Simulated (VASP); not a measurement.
# Ge3Pd: equation of state with PBEsol

The system is Ge3Pd.

```
Pd Ge
1.0
     4.14202    0.00000    0.00000
     0.00000    4.14202    0.00000
     0.00000    0.00000    4.14202
Pd Ge
1 3
Direct
  0.00000 0.00000 0.00000
  0.50000 0.50000 0.00000
  0.50000 0.00000 0.50000
  0.00000 0.50000 0.50000
```

The cell comes from a database or a generator and needn't be the stable form of this composition.

```json
{
 "Program": "VASP 6.6.1",
 "Task": "equation of state",
 "Functional": "PBEsol",
 "Potentials or basis": "VASP PAW PBE potentials, release 64 (Pd, Ge_d)",
 "Cutoff": "520 eV",
 "k mesh": "7 × 7 × 7",
 "Occupations": "fermi-dirac, width 0.05 eV",
 "Spin": "no spin polarisation",
 "Ladder": "free",
 "Further INCAR settings": "ALGO = Normal; EDIFF = 1e-07; NBANDS = 34"
}
```

```json
{
  "Equilibrium volume": "16.88 Å³/atom",
  "Bulk modulus": "102 GPa",
  "Pressure derivative of the bulk modulus": "5.0"
}
```

Energy against volume, from the lowest point:
| volume (Å³/atom) | energy (meV/atom) |
| --- | --- |
| 16.700 | 0.07 |
| 17.055 | 0.00 |
| 17.410 | 4.46 |
| 17.766 | 12.86 |
| 18.121 | 24.75 |
| 18.476 | 39.71 |
| 18.831 | 57.39 |

All runs of the series together: 2.3 min on 1 thread of Intel(R) Xeon(R) 6975P-C (Granite Rapids), with other jobs on the host.

Caveat: the PAW data sets were made with another functional, which shifts forces and pressure a little.
